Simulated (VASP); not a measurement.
Computed with PBE GGA, VASP's PBE PAW potentials (set 64) (plane waves; VASP).

VASP input:

File KPOINTS:
```
Automatic mesh
0
Gamma
9 9 1
0 0 0
```

INCAR:
```
SYSTEM = ZrS2
PREC = Accurate; ENCUT = 300; LREAL = .False.
LASPH = .True.
EDIFF = 1E-6; NELM = 100; ALGO = Normal
LMAXMIX = 4
ISMEAR = -1; SIGMA = 0.1
GGA = PE
ISIF = 2
LWAVE = .False.; LCHARG = .False.
```

POSCAR:
```
ZrS2
1
    3.5749660000     0.0000000000     0.0000000000
   -1.7874840000     3.0960120000     0.0000000000
    0.0000000000     0.0000000000    16.9473320000
Zr S
1 2
Direct
  0.0000000000   0.0000000000   0.5000000000
  0.3333330000   0.6666670000   0.5869560000
  0.6666670000   0.3333330000   0.4130440000
```

POTCAR, in this order: Zr_sv S (PBE.64 set). Program: vasp_std.

The cell holds a wide vacuum, so values per volume refer to the whole cell.

Q: What does the run give for the energy per atom (σ→0), largest force?

A: 
```yaml
energy per atom (σ→0): -686.6 kJ/mol-atom
largest_force: 0.337 eV/Å
```

OSZICAR:
```
...
DAV:  15    -0.213501513313E+02   -0.72160E-04   -0.82038E-06   552   0.152E-02    0.112E-02
DAV:  16    -0.213501992976E+02   -0.47966E-04   -0.84182E-06   488   0.112E-02    0.189E-02
DAV:  17    -0.213502531059E+02   -0.53808E-04   -0.36797E-06   448   0.679E-03    0.248E-03
DAV:  18    -0.213502917280E+02   -0.38622E-04   -0.37955E-06   472   0.619E-03    0.524E-03
DAV:  19    -0.213502991115E+02   -0.73836E-05   -0.40217E-07   408   0.233E-03    0.148E-03
DAV:  20    -0.213503021036E+02   -0.29921E-05   -0.19577E-07   368   0.136E-03    0.424E-04
DAV:  21    -0.213503028127E+02   -0.70900E-06   -0.41673E-08   344   0.695E-04
   1 F= -.21350303E+02 E0= -.21349746E+02  d E =-.111317E-02
```

The cell is a sheet with vacuum, built from a generated structure.
